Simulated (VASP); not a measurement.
Level of theory: revPBE GGA, VASP's PBE PAW potentials (set 64) (plane waves; VASP).

VASP input:

**KPOINTS**
```
Automatic mesh
0
Gamma
8 8 8
0 0 0
```

INCAR:
```
SYSTEM = Ni3Al
PREC = Accurate
ENCUT = 520
EDIFF = 1E-6
NELM = 100
ALGO = Normal
LREAL = .FALSE.
LASPH = .TRUE.
ISMEAR = 1
SIGMA = 0.1
GGA = RE
LMAXMIX = 4
ISPIN = 2
MAGMOM = 0.0 0.5 0.5 0.5
LORBIT = 10
LWAVE = .FALSE.
LCHARG = .FALSE.
IBRION = 2
ISIF = 3
NSW = 60
EDIFFG = -0.02
```

POSCAR:
```
Ni3Al
1
    3.5896905146    -0.0000000000    -0.0000000000
   -0.0000000000     3.5896905146    -0.0000000000
    0.0000000000    -0.0000000000     3.5896905146
Al Ni
1 3
Direct
  0.0000000000   0.0000000000   0.0000000000
  0.0000000000   0.5000000000   0.5000000000
  0.5000000000   0.0000000000   0.5000000000
  0.5000000000   0.5000000000   0.0000000000
```

POTCAR, in this order: Al Ni (PBE.64 set). Program: vasp_std.

What will the output report for the number of irreducible k-points (NKPTS), largest plane-wave count, number of space-group operations, FFT grid (NGX, NGY, NGZ)?

The number of irreducible k-points (NKPTS) is 35 and the largest plane-wave count is 1273. The number of space-group operations is 48 and the FFT grid (NGX, NGY, NGZ) is 28 × 28 × 28.

The compound is Ni3Al in the L1_2 structure. It was relaxed first. The start is the result of an earlier pass.
